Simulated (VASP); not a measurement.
# How smearing and k-mesh change a VASP run on SiO2 (Quartz)

How sensitive are energy, pressure and forces of SiO2 (Quartz) to the smearing and k-mesh? The series runs use r2SCAN. The smearing tried: ISMEAR = 0, SIGMA = 0.01; ISMEAR = 0, SIGMA = 0.05; ISMEAR = 0, SIGMA = 0.1; ISMEAR = 0, SIGMA = 0.2; ISMEAR = 0, SIGMA = 0.5; ISMEAR = 1, SIGMA = 0.01; ISMEAR = 1, SIGMA = 0.05; ISMEAR = 1, SIGMA = 0.1; ISMEAR = 1, SIGMA = 0.2; ISMEAR = 1, SIGMA = 0.5; ISMEAR = -5. The k-mesh tried: 2 2 1; 2 2 2; 3 3 2; 4 4 3; 5 5 4; 6 6 5; 8 8 6; 10 10 8. The start is a cell from a database of measured crystal structures.

Calculated with VASP 6.6.1; r2SCAN; plane waves and PAW (Si, O).

### Step 1. Set-up

It takes space group P3_121 (No. 152, trigonal). The conventional cell has a = 4.916 Å, b = 4.916 Å, c = 5.409 Å, α = 90.00°, β = 90.00°, γ = 120.00°. Nearest to Si lie 4 O at 1.61 Å. O has 2 Si at 1.61 Å nearest. Farther neighbours and most contacts between anions are not listed.

### Step 2. Smearing: ISMEAR = 0, SIGMA = 0.01

With a gap, smearing should do nothing until its tail reaches across the gap. r2SCAN adds the kinetic-energy density, costs more than a GGA and is run with LASPH.

Input file INCAR:

```
SYSTEM = SiO2
PREC = Accurate
ENCUT = 520
EDIFF = 1E-06
NELM = 100
ISMEAR = 0
SIGMA = 0.01
LREAL = .FALSE.
ALGO = Normal
METAGGA = R2SCAN
LASPH = .TRUE.
NBANDS = 33
LORBIT = 11
LWAVE = .FALSE.
LCHARG = .FALSE.
KPAR = 8
ISIF = 2
```

Input file POSCAR:

```
SiO2
1.0
    4.9158000000      0.0000000000      0.0000000000
   -2.4579000000      4.2572076799      0.0000000000
    0.0000000000      0.0000000000      5.4091000000
Si O
3 6
Direct
    0.5303000000      0.0000000000      0.3333333333
    0.0000000000      0.5303000000      0.6666666667
    0.4697000000      0.4697000000      0.0000000000
    0.1462000000      0.4142000000      0.8810000000
    0.5858000000      0.7320000000      0.2143333333
    0.2680000000      0.8538000000      0.5476666667
    0.4142000000      0.1462000000      0.1190000000
    0.7320000000      0.5858000000      0.7856666667
    0.8538000000      0.2680000000      0.4523333333
```

Input file KPOINTS:

```
Automatic mesh
0
Gamma
5 5 4
0 0 0
```

PAW data sets: Si and O (PBE family, release 64).

On the command line:

```sh
> mpirun -np 8 vasp_std
```

What it wrote:

```text
[banner, memory and clock lines left out]
running    8 mpi-ranks, on    1 nodes
 distrk:  each k-point on    1 cores,    8 groups
 distr:  one band on    1 cores,    1 groups

 POSCAR found type information on POSCAR SiO
 POSCAR found :  2 types and       9 ions
|                                                                             |
|           W    W    AA    RRRRR   N    N  II  N    N   GGGG   !!!           |
|           W    W   A  A   R    R  NN   N  II  NN   N  G    G  !!!           |
|           W    W  A    A  R    R  N N  N  II  N N  N  G       !!!           |
|           W WW W  AAAAAA  RRRRR   N  N N  II  N  N N  G  GGG   !            |
|           WW  WW  A    A  R   R   N   NN  II  N   NN  G    G                |
|           W    W  A    A  R    R  N    N  II  N    N   GGGG   !!!           |
|                                                                             |
|     For optimal performance we recommend to set                             |
|       NCORE = 2 up to number-of-cores-per-socket                            |
|     NCORE specifies how many cores store one orbital (NPAR=cpu/NCORE).      |
|     This setting can greatly improve the performance of VASP for DFT.       |
|     The default, NCORE=1 might be grossly inefficient on modern             |
|     multi-core architectures or massively parallel machines. Do your        |
|     Unfortunately you need to use the default for GW and RPA                |
|     calculations (for HF NCORE is supported but not extensively tested      |
|     yet).                                                                   |
|                                                                             |

|                                                                             |
|               ----> ADVICE to this user running VASP <----                  |
|                                                                             |
|     You enforced a specific xc type in the INCAR file but a different       |
|     [... a line on the potential file left out ...]
|     I HOPE YOU KNOW WHAT YOU ARE DOING!                                     |
|                                                                             |

 LDA part: xc-table for (None), standard interpolation
 POSCAR, INCAR and KPOINTS ok, starting setup
 FFT: planning ... GRIDC
 FFT: planning ... GRID_SOFT
 FFT: planning ... GRID
 WAVECAR not read
 entering main loop
       N       E                     dE             d eps       ncg     rms          rms(c)
DAV:   1     0.252840862765E+03    0.25284E+03   -0.26075E+04  1122   0.138E+03
DAV:   2    -0.945293682329E+02   -0.34737E+03   -0.33549E+03  1440   0.314E+02
DAV:   3    -0.112973582432E+03   -0.18444E+02   -0.18375E+02  1428   0.772E+01
DAV:   4    -0.113163349599E+03   -0.18977E+00   -0.18961E+00  1412   0.881E+00
DAV:   5    -0.113166003059E+03   -0.26535E-02   -0.26527E-02  1428   0.103E+00    0.262E+01
DAV:   6    -0.889408766018E+02    0.24225E+02   -0.20919E+01  1320   0.238E+01    0.149E+01
DAV:   7    -0.893001699299E+02   -0.35929E+00   -0.28244E+00  1372   0.886E+00    0.538E+00
DAV:   8    -0.894017846199E+02   -0.10161E+00   -0.19886E-01  1364   0.310E+00    0.165E+00
DAV:   9    -0.894217785913E+02   -0.19994E-01   -0.77015E-02  1364   0.156E+00    0.467E-01
DAV:  10    -0.894226591729E+02   -0.88058E-03   -0.26261E-03  1380   0.320E-01    0.154E-01
DAV:  11    -0.894230588449E+02   -0.39967E-03   -0.38602E-04  1324   0.145E-01    0.432E-02
DAV:  12    -0.894230519867E+02    0.68581E-05   -0.15653E-05  1420   0.267E-02    0.211E-02
DAV:  13    -0.894230516264E+02    0.36034E-06   -0.40628E-06  1260   0.120E-02
   1 F= -.89423052E+02 E0= -.89423052E+02  d E =-.596447E-14
```

Run time: 43 s. Hardware: 8 MPI ranks of AMD EPYC 7R43, shared host; peak memory 2.1 GiB.

Lines that name or quote the potential files are left out of all logs, and their timing lines are given in words.

OUTCAR, selected parts (step 2):

```text
ion  position               nearest neighbor table
   1  0.530  0.000  0.333-   5 1.61   9 1.61   7 1.61   6 1.61   3 3.06   3 3.06   2 3.06   2 3.06

  LATTYP: Found a hexagonal cell.
 ALAT       =     4.9158000000
 C/A-ratio  =     1.1003498922

 Subroutine GETGRP returns: Found  6 space group operations
 (whereof  2 operations were pure point group operations)

The static configuration has the point symmetry C_2 .
 The point group associated with its full space group is D_3 .

 Found     17 irreducible k-points:

   k-points           NKPTS =     17   k-points in BZ     NKDIM =     17   number of bands    NBANDS=     33

   dimension x,y,z NGX =    40 NGY =   40 NGZ =   40
   dimension x,y,z NGXF=    80 NGYF=   80 NGZF=   80

   ENCUT  =  520.0 eV  38.22 Ry    6.18 a.u.   9.14  9.14 10.06*2*pi/ulx,y,z

   NELECT =      48.0000    total number of electrons

 k-points in reciprocal lattice and weights: Automatic mesh
   0.00000000  0.00000000  0.00000000       0.010
   0.20000000  0.00000000  0.00000000       0.060
   0.40000000 -0.00000000  0.00000000       0.060
   0.20000000  0.20000000  0.00000000       0.060
   0.40000000  0.20000000  0.00000000       0.060
   0.00000000  0.00000000  0.25000000       0.020
   0.20000000  0.00000000  0.25000000       0.060
   0.00000000  0.20000000  0.25000000       0.060
   0.40000000 -0.00000000  0.25000000       0.060
[...]
0.20000000  0.20000000  0.50000000       0.060
   0.40000000  0.20000000  0.50000000       0.060

 average (electrostatic) potential at core
       1 -89.4724       2 -89.4724       3 -89.4724       4 -76.2142       5 -76.2142
       6 -76.2142       7 -76.2142       8 -76.2142       9 -76.2142

 E-fermi :   0.6688

 k-point     1 :       0.0000    0.0000    0.0000
  band No.  band energies     occupation
    ...
     20      -0.3860      2.00000
     21      -0.3860      2.00000
     22      -0.0634      2.00000
     23       0.3146      2.00000
     24       0.3146      2.00000
     25       7.2757      0.00000
     26      10.7293      0.00000
     27      10.7293      0.00000
     28      11.2501      0.00000
     29      11.2502      0.00000
    ...

 k-point     2 :       0.2000    0.0000    0.0000
  band No.  band energies     occupation
    ...
     20      -0.4612      2.00000
     21      -0.3841      2.00000
     22      -0.1938      2.00000
     23       0.3750      2.00000
     24       0.4330      2.00000
     25       7.8806      0.00000
     26      10.7450      0.00000
     27      10.8304      0.00000
     28      11.3110      0.00000
     29      11.4416      0.00000
    ...

 k-point     3 :       0.4000   -0.0000    0.0000
  band No.  band energies     occupation
    ...
     20      -0.4987      2.00000
     21      -0.4226      2.00000
     22      -0.1905      2.00000
     23       0.3671      2.00000
     24       0.5739      2.00000
     25       9.1992      0.00000
     26      10.6480      0.00000
     27      11.0296      0.00000
     28      11.3457      0.00000
     29      11.8799      0.00000
    ...

  Total        1.3110674      1.3110674      1.3421738      0.0000000     -0.0000000     -0.0000000
  in kB       18.5563072     18.5563072     18.9965748      0.0000000     -0.0000000     -0.0000000
  external PRESSURE =      18.7030630 kB  Pullay stress =       0.0000000 kB

  energy-cutoff  :      520.00
  volume of cell :      113.20
      direct lattice vectors                 reciprocal lattice vectors
     4.915800000  0.000000000  0.000000000     0.203425689  0.117447876  0.000000000
    -2.457900000  4.257207680  0.000000000     0.000000000  0.234895752  0.000000000
     0.000000000  0.000000000  5.409100000     0.000000000  0.000000000  0.184873639

 POSITION                                       TOTAL-FORCE (eV/Angst)
 -----------------------------------------------------------------------------------
      2.60685      0.00000      1.80303         0.015262      0.000000     -0.000000
     -1.30342      2.25760      3.60607        -0.007631      0.013218     -0.000000
      1.15448      1.99961      0.00000        -0.007631     -0.013218     -0.000000
     -0.29937      1.76334      4.76542        -0.054334     -0.094391      0.051435
      1.08049      3.11628      1.15935         0.108912      0.000141      0.051435
     -0.78112      3.63480      2.96238        -0.054578      0.094250      0.051435
      1.67678      0.62240      0.64368        -0.054578     -0.094250     -0.051435
      2.15853      2.49387      4.24975        -0.054334      0.094391     -0.051435
      3.53839      1.14093      2.44672         0.108912     -0.000141     -0.051435
 -----------------------------------------------------------------------------------
    total drift:                                0.000027      0.000046     -0.000000

  FREE ENERGIE OF THE ION-ELECTRON SYSTEM (eV)
  ---------------------------------------------------
  free  energy   TOTEN  =       -89.4230516264 eV

  energy  without entropy=      -89.4230516264  energy(sigma->0) =      -89.42305163

 total charge
# of ion       s       p       d       tot
------------------------------------------
    1        0.637   1.011   0.000   1.648
    2        0.637   1.011   0.000   1.648
    3        0.637   1.011   0.000   1.648
    4        1.556   3.734   0.000   5.291
    5        1.556   3.734   0.000   5.291
    6        1.556   3.734   0.000   5.291
    7        1.556   3.734   0.000   5.291
    8        1.556   3.734   0.000   5.291
    9        1.556   3.734   0.000   5.291
--------------------------------------------------
tot         11.249  25.439   0.000  36.688

[... 3 further parts left out ...]
```

The gap is read on the k-mesh alone, so it is an upper bound where the band edges lie off the mesh. The PAW data sets were made with PBE, which is usual practice but a small mismatch for other functionals.

A gap read on the k-mesh alone can miss the band edges.

Numbers from this step:

```
SCF cycles                     : 13
electrons                      : 48
bands                          : 33
irreducible k-points           : 17
symmetry operations            : 6
free energy (TOTEN)            : -89.4231 eV
Fermi energy                   : 0.6688 eV
pressure                       : 1.870 GPa
metallic                       : no
valence top at k               : 0.4, 0.2, 0
conduction bottom at k         : 0, 0, 0
least direct gap at k          : 0, 0, 0
gap on the k-mesh              : 6.657 eV
least direct gap on the k-mesh : 6.961 eV
```

The series starts at -9.9359 eV an atom and 1.87 GPa, after 13 cycles in 43 s. The entropy term T·S comes to 0.00 meV an atom in size.

### Step 3. Smearing: ISMEAR = 0, SIGMA = 0.05

INCAR: that of step 2 with these lines changed.

```diff
@@ -6,3 +6,3 @@
 ISMEAR = 0
-SIGMA = 0.01
+SIGMA = 0.05
 LREAL = .FALSE.
```

POSCAR is that of step 2.

KPOINTS is that of step 2.

On the command line:

```sh
> mpirun -np 8 vasp_std
```

What it wrote:

```text
[banner, memory and clock lines left out]
running    8 mpi-ranks, on    1 nodes
[...]
[... a notice as in an earlier step ...]

 [... a notice as in an earlier step ...]

 LDA part: xc-table for (None), standard interpolation
 POSCAR, INCAR and KPOINTS ok, starting setup
[...]
entering main loop
       N       E                     dE             d eps       ncg     rms          rms(c)
DAV:   1     0.252840001116E+03    0.25284E+03   -0.26075E+04  1122   0.138E+03
[... 7 cycles as in an earlier step ...]
DAV:   9    -0.894217785915E+02   -0.19994E-01   -0.77015E-02  1364   0.156E+00    0.467E-01
[... 2 cycles as in an earlier step ...]
DAV:  12    -0.894230519867E+02    0.68582E-05   -0.15653E-05  1420   0.267E-02    0.211E-02
DAV:  13    -0.894230516265E+02    0.36017E-06   -0.40628E-06  1260   0.120E-02
   1 F= -.89423052E+02 E0= -.89423052E+02  d E =-.152441E-16
```

Run time: 42 s. Hardware: 8 MPI ranks; peak memory 2 GiB.

Parts of OUTCAR (step 3):

```text
  Total        1.3110674      1.3110674      1.3421739      0.0000000      0.0000000      0.0000000
  in kB       18.5563070     18.5563070     18.9965749      0.0000000      0.0000000      0.0000000
  external PRESSURE =      18.7030630 kB  Pullay stress =       0.0000000 kB

 POSITION                                       TOTAL-FORCE (eV/Angst)
 -----------------------------------------------------------------------------------
      2.60685      0.00000      1.80303         0.015262     -0.000000     -0.000000
     -1.30342      2.25760      3.60607        -0.007631      0.013218     -0.000000
      1.15448      1.99961      0.00000        -0.007631     -0.013218     -0.000000
     -0.29937      1.76334      4.76542        -0.054334     -0.094391      0.051435
      1.08049      3.11628      1.15935         0.108912      0.000141      0.051435
     -0.78112      3.63480      2.96238        -0.054578      0.094250      0.051435
      1.67678      0.62240      0.64368        -0.054578     -0.094250     -0.051435
      2.15853      2.49387      4.24975        -0.054334      0.094391     -0.051435
      3.53839      1.14093      2.44672         0.108912     -0.000141     -0.051435
 -----------------------------------------------------------------------------------
    total drift:                                0.000027      0.000046     -0.000000

  FREE ENERGIE OF THE ION-ELECTRON SYSTEM (eV)
  ---------------------------------------------------
  free  energy   TOTEN  =       -89.4230516265 eV

  energy  without entropy=      -89.4230516265  energy(sigma->0) =      -89.42305163

[... 2 parts as in an earlier step ...]

[... 1 further part left out ...]
[key lines of the parts left out:]
E-fermi :   0.9034
```

Against the run before the energy at zero width stays within 0.01 meV an atom and the pressure within 0.01 GPa, after 13 cycles in 42 s. The entropy term T·S comes to 0.00 meV an atom in size.

### Step 4. Smearing: ISMEAR = 0, SIGMA = 0.1

INCAR: that of step 3 with these lines changed.

```diff
@@ -6,3 +6,3 @@
 ISMEAR = 0
-SIGMA = 0.05
+SIGMA = 0.1
 LREAL = .FALSE.
```

POSCAR is that of step 3.

KPOINTS is that of step 3.

On the command line:

```sh
> mpirun -np 8 vasp_std
```

What it wrote:

```text
[... set-up lines as in an earlier step ...]
 entering main loop
       N       E                     dE             d eps       ncg     rms          rms(c)
DAV:   1     0.252837805240E+03    0.25284E+03   -0.26075E+04  1122   0.138E+03
DAV:   2    -0.945293682328E+02   -0.34737E+03   -0.33540E+03  1440   0.314E+02
[... 4 cycles as in an earlier step ...]
DAV:   7    -0.893001699297E+02   -0.35929E+00   -0.28244E+00  1372   0.886E+00    0.538E+00
[... 4 cycles as in an earlier step ...]
DAV:  12    -0.894230519868E+02    0.68581E-05   -0.15653E-05  1420   0.267E-02    0.211E-02
DAV:  13    -0.894230516264E+02    0.36040E-06   -0.40628E-06  1260   0.120E-02
   1 F= -.89423052E+02 E0= -.89423052E+02  d E =-.496493E-14
```

Run time: 42 s. Hardware: 8 MPI ranks; peak memory 2 GiB; 5.5 min of CPU time.

Parts of OUTCAR (step 4):

```text
  Total        1.3110674      1.3110674      1.3421739      0.0000000     -0.0000000      0.0000000
  in kB       18.5563072     18.5563072     18.9965748      0.0000000     -0.0000000      0.0000000
  external PRESSURE =      18.7030631 kB  Pullay stress =       0.0000000 kB

[... 5 parts as in an earlier step ...]

[... 1 further part left out ...]
[key lines of the parts left out:]
E-fermi :   1.1419
```

Against the run before the energy at zero width stays within 0.01 meV an atom and the pressure within 0.01 GPa, after 13 cycles in 42 s. The entropy term T·S comes to 0.00 meV an atom in size.

### Step 5. Smearing: ISMEAR = 0, SIGMA = 0.2

INCAR: that of step 4 with these lines changed.

```diff
@@ -6,3 +6,3 @@
 ISMEAR = 0
-SIGMA = 0.1
+SIGMA = 0.2
 LREAL = .FALSE.
```

POSCAR is that of step 4.

KPOINTS is that of step 4.

On the command line:

```sh
> mpirun -np 8 vasp_std
```

What it wrote:

```text
[... set-up lines as in an earlier step ...]
 entering main loop
       N       E                     dE             d eps       ncg     rms          rms(c)
DAV:   1     0.252827140565E+03    0.25283E+03   -0.26075E+04  1122   0.138E+03
DAV:   2    -0.945293682329E+02   -0.34736E+03   -0.33518E+03  1440   0.314E+02
[... 3 cycles as in an earlier step ...]
DAV:   6    -0.889408766019E+02    0.24225E+02   -0.20919E+01  1320   0.238E+01    0.149E+01
DAV:   7    -0.893001699298E+02   -0.35929E+00   -0.28244E+00  1372   0.886E+00    0.538E+00
DAV:   8    -0.894017846198E+02   -0.10161E+00   -0.19886E-01  1364   0.310E+00    0.165E+00
DAV:   9    -0.894217785912E+02   -0.19994E-01   -0.77015E-02  1364   0.156E+00    0.467E-01
[... 1 cycle as in an earlier step ...]
DAV:  11    -0.894230588448E+02   -0.39967E-03   -0.38602E-04  1324   0.145E-01    0.432E-02
[... 1 cycle as in an earlier step ...]
DAV:  13    -0.894230516264E+02    0.36030E-06   -0.40628E-06  1260   0.120E-02
   1 F= -.89423052E+02 E0= -.89423052E+02  d E =-.966382E-12
```

Wall time 43 s (8 MPI ranks); peak memory 2.1 GiB; 5.6 min of CPU time.

Parts of OUTCAR (step 5):

```text
  Total        1.3110674      1.3110674      1.3421739     -0.0000000      0.0000000      0.0000000
  in kB       18.5563071     18.5563071     18.9965750     -0.0000000      0.0000000      0.0000000
  external PRESSURE =      18.7030631 kB  Pullay stress =       0.0000000 kB

 POSITION                                       TOTAL-FORCE (eV/Angst)
 -----------------------------------------------------------------------------------
      2.60685      0.00000      1.80303         0.015262      0.000000     -0.000000
     -1.30342      2.25760      3.60607        -0.007631      0.013218      0.000000
      1.15448      1.99961      0.00000        -0.007631     -0.013218      0.000000
     -0.29937      1.76334      4.76542        -0.054334     -0.094391      0.051435
      1.08049      3.11628      1.15935         0.108912      0.000141      0.051435
     -0.78112      3.63480      2.96238        -0.054578      0.094250      0.051435
      1.67678      0.62240      0.64368        -0.054578     -0.094250     -0.051435
      2.15853      2.49387      4.24975        -0.054334      0.094391     -0.051435
      3.53839      1.14093      2.44672         0.108912     -0.000141     -0.051435
 -----------------------------------------------------------------------------------
    total drift:                                0.000027      0.000046     -0.000000

[... 4 parts as in an earlier step ...]

[... 1 further part left out ...]
[key lines of the parts left out:]
E-fermi :   1.5809
```

Against the run before the energy at zero width stays within 0.01 meV an atom and the pressure within 0.01 GPa, after 13 cycles in 43 s. The entropy term T·S comes to 0.00 meV an atom in size.

(Part 1 of 4 ends here.)

[Lines on the potential files, build, host, timing and source positions are cut from VASP's logs without a mark.]

[Logs are printed without paths, hosts, clocks, repeated set-up lines and the standing remarks that a program may print on its own settings, such as how far it seeks lower states.]

[Hosts, paths, dates, database ids (printed as entryN), source tags and the programs' standing remarks are cut or masked in the printed files.]

[A measured line is paired with the nearest computed mode of its activity, which favours agreement.]
